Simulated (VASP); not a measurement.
VASP input:

File POSCAR:
```
Au
1
   -0.0000000000     2.0797415631     2.0797415631
    2.0797415631     0.0000000000     2.0797415631
    2.0797415631     2.0797415631     0.0000000000
Au
1
Direct
  0.0000000000   0.0000000000   0.0000000000
```

INCAR:
```
! general
SYSTEM    =  Au
PREC      =  Accurate
ENCUT     =  520   ! plane-wave cut-off (eV)
LREAL     =  .FALSE.   ! projection in real space or not
LASPH     =  .TRUE.

! electronic loop
EDIFF     =  1E-6
NELM      =  100   ! most electronic steps
ALGO      =  Normal   ! blocked Davidson
LMAXMIX   =  6   ! l cut-off of mixed one-centre charges

! smearing
ISMEAR    =  1   ! Methfessel-Paxton
SIGMA     =  0.1   ! width (eV)

! functional
GGA       =  BO
LUSE_VDW  =  .TRUE.
AGGAC     =  0.0
PARAM1    =  0.1833333333
PARAM2    =  0.22

! ions
IBRION    =  2
NSW       =  60   ! most ionic steps
ISIF      =  3   ! ions, shape and volume
EDIFFG    =  -0.01   ! ionic stop

! output
LWAVE     =  .FALSE.
LCHARG    =  .FALSE.
```

KPOINTS:
```
Automatic mesh
0
Gamma
14 14 14
0 0 0
```

POTCAR, in this order: Au (PBE.64 set). Program: vasp_std.

Question: Write an equivalent input for Quantum ESPRESSO's pw.x.

Answer: One equivalent input (not run):
```
&CONTROL
  calculation = 'vc-relax'
  pseudo_dir = './pseudo'
  outdir = './out'
  tprnfor = .true.
  tstress = .true.
  nstep = 60
  forc_conv_thr = 0.00039
/
&SYSTEM
  ibrav = 0
  nat = 1
  ntyp = 1
  ecutwfc = 76
  occupations = 'smearing'
  smearing = 'methfessel-paxton'
  degauss = 0.00735
  input_dft = 'vdw-df-obk8'
/
&ELECTRONS
  conv_thr = 7.3e-08
  electron_maxstep = 100
/
&IONS
/
&CELL
/
ATOMIC_SPECIES
  Au 196.967 Au.upf
CELL_PARAMETERS angstrom
    -0.0000000    2.0797416    2.0797416
     2.0797416    0.0000000    2.0797416
     2.0797416    2.0797416    0.0000000
ATOMIC_POSITIONS crystal
  Au   0.0000000  0.0000000  0.0000000
K_POINTS automatic
  14 14 14 0 0 0
```
What does not carry over: the potentials are each code's own (VASP's PAW set, PseudoDojo norm-conserving files in pw.x), so ENCUT and ecutwfc are chosen apart and not converted; conv_thr bounds pw.x's estimated SCF error, while EDIFF bounds the energy change between steps; forc_conv_thr acts on force components and is met together with etot_conv_thr.

The compound is Au in the fcc structure. It was relaxed first, which changed the volume by +6 %. The start is the result of an earlier pass.
